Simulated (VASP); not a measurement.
# Be3CdSe4 (Pmn2_1) in VASP: further runs

The runs below take Be3CdSe4 through relaxation of cell and atoms, with PBE.

Program: VASP 6.6.1. These are calculated values, not measurements. Logs are shortened: lines on timing, memory, paths and dates and some standing lists are left out, and cuts for length are marked.

## 1. Starting point

Symmetry: Pmn2_1, No. 31, orthorhombic system. Conventional cell: a = 7.731 Å, b = 6.593 Å, c = 6.292 Å, α = 90.00°, β = 90.00°, γ = 90.00°. Be (site symmetry m) has 4 Se at 2.24 to 2.28 Å as nearest neighbours. Around Be (site symmetry 1) lie 4 Se at 2.24 to 2.33 Å. Cd (site symmetry m) has 4 Se at 2.63 to 2.66 Å as nearest neighbours. Se (site symmetry m) has 3 Be at 2.27 to 2.28 Å as nearest neighbours. Se (site symmetry 1) is surrounded by 3 Be at 2.24 to 2.27 Å. Se (site symmetry m) is surrounded by 3 Be at 2.28 to 2.33 Å.

The cell was built by a generator and needn't be a form met in nature.

## 2. Relaxation of cell and atoms, PBE

The input, INCAR:

```
ALGO     = Normal         # electronic algorithm
EDIFF    = 1E-6           # SCF threshold, eV
EDIFFG   = -0.01          # ionic threshold
ENCUT    = 520            # plane-wave cutoff, eV
GGA      = PE             # functional
IBRION   = 2              # ionic algorithm
ISIF     = 3              # what is computed and relaxed
ISMEAR   = 0              # smearing method
KPAR     = 8            
LASPH    = True           # aspherical terms in the spheres
LCHARG   = False          # write CHGCAR
LREAL    = False          # projectors in reciprocal space
LWAVE    = False          # write WAVECAR
NELM     = 120            # most SCF steps
NSW      = 90             # ionic steps
PREC     = Accurate       # precision mode
SIGMA    = 0.03           # smearing width, eV
```

The input, KPOINTS:

```
k-points
0
Gamma
  4 4 4
```

The input, POSCAR:

```
Be3CdSe4
1.0
    7.7310000000      0.0000000000      0.0000000000
    0.0000000000      6.5930000000      0.0000000000
    0.0000000000      0.0000000000      6.2920000000
Be Cd Se
6 2 8
Direct
    0.5000000000      0.1818595500      0.4968213600
    0.7503233700      0.6608524200      0.4966624300
    0.2496766300      0.6608524200      0.4966624300
    0.0000000000      0.8181404500      0.9968213600
    0.2503233700      0.3391475800      0.9966624300
    0.7496766300      0.3391475800      0.9966624300
    0.0000000000      0.1657818900      0.5030197100
    0.5000000000      0.8342181100      0.0030197100
    0.5000000000      0.2121947500      0.8569612200
    0.7767106500      0.6496283900      0.8560076300
    0.2232893500      0.6496283900      0.8560076300
    0.5000000000      0.8437737000      0.4226001300
    0.0000000000      0.7878052500      0.3569612200
    0.2767106500      0.3503716100      0.3560076300
    0.7232893500      0.3503716100      0.3560076300
    0.0000000000      0.1562263000      0.9226001300
```

Potentials or basis: VASP PAW PBE potentials, release 64 (Be, Cd, Se).

The run is started by

```console
> cat potpaw_PBE.64/Be/POTCAR potpaw_PBE.64/Cd/POTCAR potpaw_PBE.64/Se/POTCAR > POTCAR
> mpirun -np 8 vasp_std > vasp.out
```

OUTCAR:

```text
EDIFF = 1E-6
   EDIFFG = -0.01
   ENCUT = 520
   GGA = PE
   IBRION = 2
   ISIF = 3
   ISMEAR = 0
   LASPH = True
   LREAL = False
   NELM = 120
   NSW = 90
   PREC = Accurate

 ion  position               nearest neighbor table
   1  0.500  0.182  0.497-  14 2.24  15 2.24   9 2.27  12 2.28
   2  0.750  0.661  0.497-  15 2.24  10 2.27  13 2.28  12 2.33
   3  0.250  0.661  0.497-  14 2.24  11 2.27  13 2.28  12 2.33
   4  0.000  0.818  0.997-  10 2.24  11 2.24  13 2.27  16 2.28
   5  0.250  0.339  0.997-  11 2.24  14 2.27   9 2.28  16 2.33
   6  0.750  0.339  0.997-  10 2.24  15 2.27   9 2.28  16 2.33
[... 8 lines left out ...]
  15  0.723  0.350  0.356-   1 2.24   2 2.24   6 2.27   7 2.63
  16  0.000  0.156  0.923-   4 2.28   5 2.33   6 2.33   7 2.64

  LATTYP: Found a simple orthorhombic cell.
 ALAT       =     6.2920000000
 B/A-ratio  =     1.0478385251
 C/A-ratio  =     1.2287031151

  Lattice vectors:

 A1 = (   0.0000000000,   0.0000000000,  -6.2920000000)
 A2 = (   0.0000000000,   6.5930000000,   0.0000000000)
 A3 = (   7.7310000000,   0.0000000000,   0.0000000000)

Analysis of symmetry for initial positions (statically):
=====================================================================
 Subroutine PRICEL returns:
 Original cell was already a primitive cell.

 Routine SETGRP: Setting up the symmetry group for a
 simple orthorhombic supercell.

 Subroutine GETGRP returns: Found  4 space group operations
 (whereof  2 operations were pure point group operations)
 out of a pool of  8 trial point group operations.

The static configuration has the point symmetry C_1h.
 The point group associated with its full space group is C_2v.

Analysis of symmetry for dynamics (positions and initial velocities):
=====================================================================
 Subroutine PRICEL returns:
 Original cell was already a primitive cell.

 Routine SETGRP: Setting up the symmetry group for a
 simple orthorhombic supercell.

 Subroutine GETGRP returns: Found  4 space group operations
 (whereof  2 operations were pure point group operations)
 out of a pool of  8 trial point group operations.

The dynamic configuration has the point symmetry C_1h.
 The point group associated with its full space group is C_2v.

 Subroutine INISYM returns: Found  4 space group operations
 (whereof  2 operations are pure point group operations),
 and found     1 'primitive' translations

[... 142 lines left out ...]
     AMIX_MAG =   1.60;   BMIX_MAG =  1.00
  volume/ion in A,a.u.               =      20.04       135.26
  Fermi-wavevector in a.u.,A,eV,Ry     =   1.047447  1.979388 14.927570  1.097145
  Thomas-Fermi vector in A             =   2.182328
   LORBIT       =      0    0 simple, 1 ext, 2 COOP (PROOUT), +10 PAW based schemes
   GGA     = PE    functional components
   LHFCALC =     F    Hartree Fock is set to
   AEXX    =    0.0000 exact exchange contribution
   IVDW    =     0    specifies the selected vdW correction
   LEPSILON=     F    determine dielectric tensor
   LRPA    =     F    only Hartree local field effects (RPA)
 conjugate gradient relaxation of ions
 non-spin polarized calculation
 Gauss-broadening in eV      SIGMA  =   0.03
  energy-cutoff  :      520.00
  volume of cell :      320.71
 maximum number of plane-waves:      8664
 NGX is ok and might be reduce to    60
   NGX = 29   NGY = 25   NGZ = 23

--------------------------------------- Ionic step        1  -------------------------------------------

 number of electron      83.9999986 magnetization

 Free energy of the ion-electron system (eV)
  ---------------------------------------------------
  ext. energy  EPLUGINS =         0.00000000
  ---------------------------------------------------
  free energy    TOTEN  =       -63.43014516 eV

  energy without entropy =      -63.43014516  energy(sigma->0) =      -63.43014516

------------------------ aborting loop because EDIFF is reached ----------------------------------------

  FORCE on cell =-STRESS in cart. coord.  units (eV):
  Direction    XX          YY          ZZ          XY          YZ          ZX
  --------------------------------------------------------------------------------------
  -------------------------------------------------------------------------------------
  Total       -1.1132590      0.1244673     -0.1366201      0.0000000      0.0000000      0.0000000
  in kB       -5.5615945      0.6218108     -0.6825237      0.0000000      0.0000000      0.0000000
  external PRESSURE =      -1.8741024 kB  Pullay stress =       0.0000000 kB
[... 131 lines left out ...]
  FREE ENERGIE OF THE ION-ELECTRON SYSTEM (eV)
  ---------------------------------------------------
  free  energy   TOTEN  =       -63.4347303037 eV

  energy  without entropy=      -63.4347303037  energy(sigma->0) =      -63.43473030

[... ionic steps 4 to 7 ...]

--------------------------------------- Ionic step        8  -------------------------------------------

 number of electron      83.9999986 magnetization

------------------------ aborting loop because EDIFF is reached ----------------------------------------
[... 95 lines left out ...]
--------------------------------------- Ionic step       10  -------------------------------------------

 number of electron      83.9999992 magnetization

 Free energy of the ion-electron system (eV)
  ---------------------------------------------------
  ext. energy  EPLUGINS =         0.00000000
  ---------------------------------------------------
  free energy    TOTEN  =       -63.43732576 eV

  energy without entropy =      -63.43732576  energy(sigma->0) =      -63.43732576

 E-fermi :   2.6879     XC(G=0):  -9.2494

 val. band max:        2.5249284193   @ k =   0.0000   0.0000   0.0000
 cond. band min:       5.0110905366   @ k =   0.0000   0.0000   0.0000
 fundamental gap:      2.4861621173
 Fermi energy:         2.6878597327

 k-point     1 :       0.0000    0.0000    0.0000
  band No.  band energies     occupation
      1     -10.8987      2.00000
      2     -10.0157      2.00000
      3      -9.9215      2.00000
      4      -9.8616      2.00000
      5      -9.7550      2.00000
      6      -9.5587      2.00000
[... 1285 lines left out ...]
     50       7.0551      0.00000
     51       7.9655      0.00000

 [... further k-points ...]
[... 5 lines left out ...]
  --------------------------------------------------------------------------------------
  -------------------------------------------------------------------------------------
  Total       -0.0271693     -0.0517786     -0.0237521      0.0000000      0.0000000      0.0000000
  in kB       -0.1361187     -0.2594114     -0.1189986      0.0000000      0.0000000      0.0000000
  external PRESSURE =      -0.1715096 kB  Pullay stress =       0.0000000 kB
[... 31 lines left out ...]
  FREE ENERGIE OF THE ION-ELECTRON SYSTEM (eV)
  ---------------------------------------------------
  free  energy   TOTEN  =       -63.4373257637 eV

  energy  without entropy=      -63.4373257637  energy(sigma->0) =      -63.43732576

 reached required accuracy - stopping structural energy minimisation
```

Wall time 4.6 min (8 MPI ranks of Intel Xeon 6975P-C (Granite Rapids), shared host); peak memory 0.64 GiB.

What came out:

```
Free energy                            : -63.4373 eV
Relaxed volume                         : 19.99 Å³/atom
Relaxed cell                           : a = 7.678 Å, b = 6.614 Å, c = 6.297 Å, α = 90.00°, β = 90.00°, γ = 90.00°
Space group after relaxing (to 0.05 Å) : Pmn2_1 (No. 31)
Energy gained by relaxing              : 0.4 meV/atom
Ionic steps                            : 10
Pressure after relaxing                : 0.0 GPa
Largest force after relaxing           : 0.006 eV/Å
Band gap on the k mesh                 : 2.49 eV, direct
```

Forces on the atoms (eV/Å):
```
Be   0.000  0.003  0.003
Be   0.001  0.002  0.002
Be  -0.001  0.002  0.002
Be   0.000 -0.003  0.003
Be   0.001 -0.002  0.002
Be  -0.001 -0.002  0.002
Cd   0.000 -0.003  0.000
Cd   0.000  0.003  0.000
Se   0.000  0.005 -0.005
Se   0.000 -0.001 -0.001
Se   0.000 -0.001 -0.001
Se   0.000 -0.002  0.001
Se   0.000 -0.005 -0.005
Se   0.000  0.001 -0.001
Se   0.000  0.001 -0.001
Se   0.000  0.002  0.001
```

Step by step:
| step | energy change (eV) | largest force (eV/Å) | pressure (GPa) | volume (Å³) |
| --- | --- | --- | --- | --- |
| 1 | 0.0000 | 0.0827 | -0.19 | 320.71 |
| 2 | -0.0040 | 0.0669 | 0.03 | 319.62 |
| 3 | -0.0046 | 0.0596 | 0.16 | 318.99 |
| 4 | -0.0060 | 0.0362 | 0.02 | 319.60 |
| 5 | -0.0062 | 0.0341 | -0.06 | 319.95 |
| 6 | -0.0067 | 0.0193 | -0.01 | 319.73 |
| 7 | -0.0067 | 0.0289 | 0.01 | 319.61 |
| 8 | -0.0070 | 0.0215 | 0.01 | 319.62 |
| 9 | -0.0071 | 0.0131 | 0.01 | 319.64 |
| 10 | -0.0072 | 0.0065 | -0.02 | 319.80 |

Final structure:
```
Be Cd Se
1.0
     7.67849    0.00000    0.00000
     0.00000    6.61367    0.00000
     0.00000    0.00000    6.29728
Be Cd Se
6 2 8
Direct
  0.50000 0.18269 0.49750
  0.74925 0.66150 0.49711
  0.25075 0.66150 0.49711
  0.00000 0.81731 0.99750
  0.24925 0.33850 0.99711
  0.75075 0.33850 0.99711
  0.00000 0.16230 0.50316
  0.50000 0.83770 0.00316
  0.50000 0.21248 0.85663
  0.77655 0.64871 0.85589
  0.22345 0.64871 0.85589
  0.50000 0.84499 0.42144
  0.00000 0.78752 0.35663
  0.27655 0.35129 0.35589
  0.72345 0.35129 0.35589
  0.00000 0.15501 0.92144
```

A k mesh can miss the band edges. PBE gaps usually lie below the measured ones, often by a third to a half.

## 3. Relaxation of cell and atoms, PBE

This run uses another cell than the first one, of 19.99 Å³/atom, 0.997 times its volume.

INCAR, as its differences from that of step 2:

```diff
@@ -1,4 +1,4 @@
 ALGO     = Normal         # electronic algorithm
-EDIFF    = 1E-6           # SCF threshold, eV
-EDIFFG   = -0.01          # ionic threshold
+EDIFF    = 1E-7           # SCF threshold, eV
+EDIFFG   = -0.005         # ionic threshold
 ENCUT    = 520            # plane-wave cutoff, eV
@@ -14,3 +14,4 @@
 NELM     = 120            # most SCF steps
-NSW      = 90             # ionic steps
+NSW      = 60             # ionic steps
+POTIM    = 0.3            # step
 PREC     = Accurate       # precision mode
```

KPOINTS is that of step 2.

The input, POSCAR:

```
Be3CdSe4                                
1.0
    7.6784915641      0.0000000000      0.0000000000
    0.0000000000      6.6136712468      0.0000000000
    0.0000000000      0.0000000000      6.2972826279
  Be              Cd              Se            
     6     2     8
Direct
     0.5000000000000000    0.1826894789845545    0.4974987674341873
     0.7492528268659693    0.6614963997311915    0.4971146173459272
     0.2507471731340307    0.6614963997311915    0.4971146173459272
     0.0000000000000000    0.8173105210154454    0.9974987674341874
     0.2492528268659694    0.3385036002688085    0.9971146173459272
     0.7507471731340307    0.3385036002688085    0.9971146173459272
     0.0000000000000000    0.1623009950681087    0.5031575621643323
     0.5000000000000000    0.8376990049318913    0.0031575621643322
     0.5000000000000000    0.2124789578202251    0.8566255446673831
     0.7765452908324282    0.6487057613548606    0.8558946263996517
     0.2234547091675718    0.6487057613548606    0.8558946263996517
     0.5000000000000000    0.8449909224369579    0.4214421782429384
     0.0000000000000000    0.7875210421797750    0.3566255446673832
     0.2765452908324282    0.3512942386451394    0.3558946263996518
     0.7234547091675718    0.3512942386451394    0.3558946263996518
     0.0000000000000000    0.1550090775630418    0.9214421782429384
```

Potentials or basis: VASP PAW PBE potentials, release 64 (Be, Cd, Se).

The run is started by

```console
> cat potpaw_PBE.64/Be/POTCAR potpaw_PBE.64/Cd/POTCAR potpaw_PBE.64/Se/POTCAR > POTCAR
> mpirun -np 8 vasp_std > vasp.out
```

It took 1.7 min on 8 MPI ranks of Intel Xeon 6975P-C (Granite Rapids), shared host; peak memory 0.65 GiB.

The run converged. Its results:

```yaml
Free_energy: -63.4373 eV
Relaxed_volume: 19.98 Å³/atom
Relaxed_cell: a = 7.678 Å, b = 6.613 Å, c = 6.297 Å, α = 90.00°, β = 90.00°, γ = 90.00°
Space_group_after_relaxing_to_0.05_Å: Pmn2_1 (No. 31)
Energy_gained_by_relaxing: 0.0 meV/atom
Ionic_steps: 3
Pressure_after_relaxing: 0.0 GPa
Largest_force_after_relaxing: 0.005 eV/Å
Band_gap_on_the_k_mesh: 2.49 eV, direct
```

Forces in eV/Å, atoms in the order of the input:
```
Be   0.000  0.002  0.002
Be   0.001  0.002  0.001
Be  -0.001  0.002  0.001
Be   0.000 -0.002  0.002
Be   0.001 -0.002  0.001
Be  -0.001 -0.002  0.001
Cd   0.000 -0.002  0.000
Cd   0.000  0.002  0.000
Se   0.000  0.004 -0.003
Se   0.000  0.000 -0.001
Se   0.000  0.000 -0.001
Se   0.000 -0.001  0.001
Se   0.000 -0.004 -0.003
Se   0.000  0.000 -0.001
Se   0.000  0.000 -0.001
Se   0.000  0.001  0.001
```

Final structure:
```yaml
crystal:
  lattice:
    - [7.67793, 0.00000, 0.00000]
    - [0.00000, 6.61276, 0.00000]
    - [0.00000, 0.00000, 6.29688]
  atoms:
    - { symbol: Be, position: [0.50000, 0.18271, 0.49752] }
    - { symbol: Be, position: [0.74926, 0.66151, 0.49712] }
    - { symbol: Be, position: [0.25074, 0.66151, 0.49712] }
    - { symbol: Be, position: [0.00000, 0.81729, 0.99752] }
    - { symbol: Be, position: [0.24926, 0.33849, 0.99712] }
    - { symbol: Be, position: [0.75074, 0.33849, 0.99712] }
    - { symbol: Cd, position: [0.00000, 0.16229, 0.50316] }
    - { symbol: Cd, position: [0.50000, 0.83771, 0.00316] }
    - { symbol: Se, position: [0.50000, 0.21251, 0.85659] }
    - { symbol: Se, position: [0.77654, 0.64870, 0.85589] }
    - { symbol: Se, position: [0.22346, 0.64870, 0.85589] }
    - { symbol: Se, position: [0.50000, 0.84498, 0.42145] }
    - { symbol: Se, position: [0.00000, 0.78749, 0.35659] }
    - { symbol: Se, position: [0.27654, 0.35130, 0.35589] }
    - { symbol: Se, position: [0.72346, 0.35130, 0.35589] }
    - { symbol: Se, position: [0.00000, 0.15502, 0.92145] }
```

Levels at points of the mesh, in eV from the valence-band top:
| k point | band 40 | band 41 | band 42 | band 43 | band 44 | band 45 |
| --- | --- | --- | --- | --- | --- | --- |
| (0.00, 0.00, 0.00) | -0.27 | -0.16 | 0.00 | 2.49 | 2.94 | 3.21 |
| (0.50, 0.00, 0.00) | -0.74 | -0.64 | -0.64 | 3.64 | 3.64 | 3.81 |
| (0.00, 0.50, 0.00) | -0.77 | -0.42 | -0.32 | 2.72 | 3.14 | 3.60 |
| (0.50, 0.50, 0.00) | -1.14 | -0.69 | -0.69 | 3.54 | 3.54 | 4.15 |
| (0.00, 0.00, 0.50) | -0.64 | -0.44 | -0.44 | 3.00 | 3.00 | 3.63 |
| (0.50, 0.00, 0.50) | -1.15 | -0.66 | -0.66 | 3.60 | 3.60 | 4.07 |
| (0.00, 0.50, 0.50) | -1.11 | -0.70 | -0.70 | 3.05 | 3.05 | 3.40 |
| (0.50, 0.50, 0.50) | -1.07 | -0.93 | -0.93 | 3.46 | 3.46 | 4.22 |

A k mesh can miss the band edges. PBE gaps usually lie below the measured ones, often by a third to a half.
